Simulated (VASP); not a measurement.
An input for Quantum ESPRESSO's pw.x (written as the equivalent of a VASP run, and not itself run):

```
&CONTROL
  calculation = 'scf'
  pseudo_dir = './pseudo'
  outdir = './out'
  tprnfor = .true.
  tstress = .false.
/
&SYSTEM
  ibrav = 0
  nat = 2
  ntyp = 2
  ecutwfc = 82.3
  occupations = 'smearing'
  smearing = 'gaussian'
  degauss = 0.003675
  input_dft = 'pbe0'
  nqx1 = 6
  nqx2 = 6
  nqx3 = 6
/
&ELECTRONS
  conv_thr = 7.3e-08
  electron_maxstep = 60
/
ATOMIC_SPECIES
  Sr 87.620 Sr.upf
  Te 127.600 Te.upf
CELL_PARAMETERS angstrom
     0.0000000    3.3957541    3.3957541
     3.3957541    0.0000000    3.3957541
     3.3957541    3.3957541    0.0000000
ATOMIC_POSITIONS crystal
  Sr   0.0000000  0.0000000  0.0000000
  Te   0.5000000  0.5000000  0.5000000
K_POINTS automatic
  6 6 6 0 0 0
```

Translate this input to VASP (INCAR, KPOINTS, POSCAR, choice of POTCAR).

One answer among several that fit: 
### POSCAR
```
SrTe
1.0
  0.0000000000   3.3957540859   3.3957540859
  3.3957540859   0.0000000000   3.3957540859
  3.3957540859   3.3957540859   0.0000000000
Sr Te
1 1
direct
  0.0000000000   0.0000000000   0.0000000000
  0.5000000000   0.5000000000   0.5000000000
```

### INCAR
```
ISMEAR = 0   # Gaussian
SIGMA = 0.05   # width (eV)
NELM = 60
ISIF = 2   # forces and stress, cell fixed
HFRCUT = -1
LCHARG = .False.
PREC = Accurate
PRECFOCK = Fast
SYSTEM = SrTe
GGA = PE   # PBE
LMAXMIX = 4   # l cut-off of mixed one-centre charges
ENCUT = 520
EDIFF = 1E-6   # SCF stop (eV)
LHFCALC = .True.
ISYM = 3
LWAVE = .False.
LASPH = .True.   # aspherical one-centre terms
ALGO = Normal   # blocked Davidson
AEXX = 0.25
LREAL = .False.   # projection in real space or not
```

File KPOINTS:
```
Automatic
0
gamma
6 6 6
0 0 0
```

POTCAR, in this order: Sr_sv Te (PBE.64 set). Program: vasp_std. Read from the step before: WAVECAR.

Limits of the translation: the potentials are each code's own (VASP's PAW set, PseudoDojo norm-conserving files in pw.x), so ENCUT and ecutwfc are chosen apart and not converted; conv_thr bounds pw.x's estimated SCF error, while EDIFF bounds the energy change between steps; the singularity of exact exchange is treated differently by default.

The compound is SrTe in the rock salt structure. This cell is one point of a volume scan, at 1.03 of the reference volume.
